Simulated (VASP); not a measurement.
Level of theory: LDA (Ceperley-Alder, Perdew-Zunger), VASP's LDA PAW potentials (set 64) (plane waves; VASP).

The input files of a VASP run:

File POSCAR:
```
KZnF3
3.9690
  1.0000000000   0.0000000000   0.0000000000
  0.0000000000   1.0000000000   0.0000000000
  0.0000000000   0.0000000000   1.0000000000
K Zn F
1 1 3
Cart
  0.0000000000   0.0000000000   0.0000000000
  0.5000000000   0.5000000000   0.5000000000
  0.5000000000   0.0000000000   0.5000000000
  0.0000000000   0.5000000000   0.5000000000
  0.5000000000   0.5000000000   0.0000000000
```

KPOINTS:
```
Automatic mesh
0
Gamma
4 4 4
0 0 0
```

### INCAR
```
ALGO=Normal
EDIFF=1E-6
ENCUT=400
ISIF=2
ISMEAR=-1
LASPH=.True.
LCHARG=.False.
LMAXMIX=4
LREAL=.False.
LWAVE=.False.
NELM=100
PREC=Accurate
SIGMA=0.05
SYSTEM=KZnF3
```

POTCAR, in this order: K_sv Zn F (LDA.64 set). Program: vasp_std.

At this cut-off the stress carries a Pulay error, which pulls relaxed volumes low.

**Question.** Estimate the energy per atom (σ→0), pressure.

**Answer.** 
| Property | Result |
|---|---|
| energy per atom (σ→0) | -4.633 eV/atom |
| pressure | -7.46 GPa |

**OSZICAR**
```
...
DAV:   9    -0.231749456951E+02    0.25714E-01   -0.67132E-02   759   0.696E+00    0.772E-01
DAV:  10    -0.231670860343E+02    0.78597E-02   -0.96509E-02   716   0.813E+00    0.261E-01
DAV:  11    -0.231669252321E+02    0.16080E-03   -0.13645E-02   654   0.129E+00    0.932E-02
DAV:  12    -0.231670379595E+02   -0.11273E-03   -0.58913E-04   579   0.261E-01    0.967E-02
DAV:  13    -0.231668840068E+02    0.15395E-03   -0.68163E-04   718   0.891E-01    0.255E-02
DAV:  14    -0.231668876818E+02   -0.36751E-05   -0.15486E-04   548   0.103E-01    0.635E-03
DAV:  15    -0.231668876936E+02   -0.11766E-07   -0.16833E-06   479   0.173E-02
   1 F= -.23166888E+02 E0= -.23166888E+02  d E =-.124759E-10
```

The structure is a typed KZnF3 crystal. The cell was not relaxed at this level, and its volume differs by -5.9 % from the start's.
